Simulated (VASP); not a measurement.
A run of VASP 6.6.1 is set up as follows.

File INCAR:

```
SYSTEM = SiO2
PREC = Accurate
ENCUT = 450
EDIFF = 1E-8
ISMEAR = 0
SIGMA = 0.02
LREAL = .False.
LASPH = .True.
NELM = 120
ALGO = Normal
ISIF = 2
LWAVE = .False.
LCHARG = .False.
GGA = PE
LEPSILON = .True.
IBRION = 8
KPAR = 8
```

File KPOINTS:

```
Automatic mesh
0
Gamma
  7 7 5
  0 0 0
```

The input POSCAR:

```
SiO2                                    
1.0
    5.0746405046      0.0000000000      0.0000000000
    0.0000000000      5.0746405046      0.0000000000
    0.0000000000      0.0000000000      7.0852567667
  Si              O             
     4     8
Direct
     0.7048575088584567    0.7048575088584567    0.5000000000000000
     0.7951424911415433    0.2048575088584567    0.7500000000000000
     0.2048575088584567    0.7951424911415433    0.2500000000000000
     0.2951424911415433    0.2951424911415433    0.0000000000000000
     0.9044408508786338    0.7591794797181788    0.3249442953788440
     0.0955591491213662    0.2408205202818212    0.8249442953788441
     0.7591794797181788    0.9044408508786338    0.6750557046211559
     0.2591794797181788    0.5955591491213662    0.0749442953788440
     0.2408205202818212    0.0955591491213662    0.1750557046211560
     0.4044408508786338    0.7408205202818212    0.4250557046211560
     0.5955591491213662    0.2591794797181788    0.9250557046211559
     0.7408205202818212    0.4044408508786338    0.5749442953788441
```

Potentials or basis: VASP PAW PBE potentials, release 64 (Si, O).

Launch:

```console
$ cat potpaw_PBE.64/Si/POTCAR potpaw_PBE.64/O/POTCAR > POTCAR
$ mpirun -np 8 vasp_std > vasp.out
```

Q: Predict the electronic dielectric tensor (diagonal).

A: 2.23, 2.23, 2.22.

Q: Predict the Born charges (mean of the diagonal).

A: Si +3.34; O -1.67 e.

Q: Estimate the band gap on the k mesh.

A: 5.53 eV, direct.

Born effective charge tensors (e):
atom 1, Si
```
 3.35  0.02 -0.20
 0.02  3.35  0.20
 0.33 -0.33  3.31
```
atom 2, Si
```
 3.35 -0.02 -0.20
-0.02  3.35 -0.20
 0.33  0.33  3.31
```
atom 3, Si
```
 3.35 -0.02  0.20
-0.02  3.35  0.20
-0.33 -0.33  3.31
```
atom 4, Si
```
 3.35  0.02  0.20
 0.02  3.35 -0.20
-0.33  0.33  3.31
```
atom 5, O
```
-2.32 -0.20  0.85
-0.14 -1.03  0.06
 0.85  0.19 -1.66
```
atom 6, O
```
-2.32 -0.20 -0.85
-0.14 -1.03 -0.06
-0.85 -0.19 -1.66
```
atom 7, O
```
-1.03 -0.14 -0.06
-0.20 -2.32 -0.85
-0.19 -0.85 -1.66
```
atom 8, O
```
-1.03  0.14  0.06
 0.20 -2.32 -0.85
 0.19 -0.85 -1.66
```
atom 9, O
```
-1.03 -0.14  0.06
-0.20 -2.32  0.85
 0.19  0.85 -1.66
```
atom 10, O
```
-2.32  0.20 -0.85
 0.14 -1.03  0.06
-0.85  0.19 -1.66
```
atom 11, O
```
-2.32  0.20  0.85
 0.14 -1.03 -0.06
 0.85 -0.19 -1.66
```
atom 12, O
```
-1.03  0.14 -0.06
 0.20 -2.32  0.85
-0.19  0.85 -1.66
```

Caveat: an odd mesh through Γ misses points on the zone boundary, where band edges often lie. PBE gaps usually lie below the measured ones, often by a third to a half.
